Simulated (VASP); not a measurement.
Input:

```
CELL_PARAMETERS angstrom
      2.49600     0.00000     0.00000
      0.00000     2.49600     0.00000
      0.00000     0.00000     2.49600
ATOMIC_POSITIONS crystal
  Co 0.00000 0.00000 0.00000
  O  0.50000 0.50000 0.50000
```
Starting moments (μB, in the order of the record's atoms Co O): 3.0 0.0.

Method: PBEsol GGA, VASP's PBE PAW potentials (set 64) (plane waves; VASP). Run with 520 eV cut-off, 13×13×13 Γ-centred mesh, first-order Methfessel-Paxton smearing of 0.10 eV, potentials Co O.

Energy and stress use the plane-wave basis of the starting cell. The moments were started parallel, and other spin orders were not tried in this run.

Question: The ions, cell shape and volume are relaxed. Predict the relaxed structure.

Answer: 
```
CELL_PARAMETERS angstrom
      2.56948     0.00000     0.00000
      0.00000     2.56948     0.00000
      0.00000     0.00000     2.56948
ATOMIC_POSITIONS crystal
  Co 0.00000 0.00000 0.00000
  O  0.50000 0.50000 0.50000
```
Space group Pm-3m (221), at a tolerance of 0.03 Å. The cell ends with 3.00 μB, on the sites 2.48 0.46 μB.

Question: How do energy and volume change from the first to the last step?

Answer: The energy (σ→0) changes by -51.4 meV/atom and the volume by +9.1 %, in 4 ionic steps.

The structure was generated: CoO was put into the CsCl type type (Pm-3m), which need not be its known phase. This run relaxes it. Symmetry was kept, so distortions that lower it aren't found.
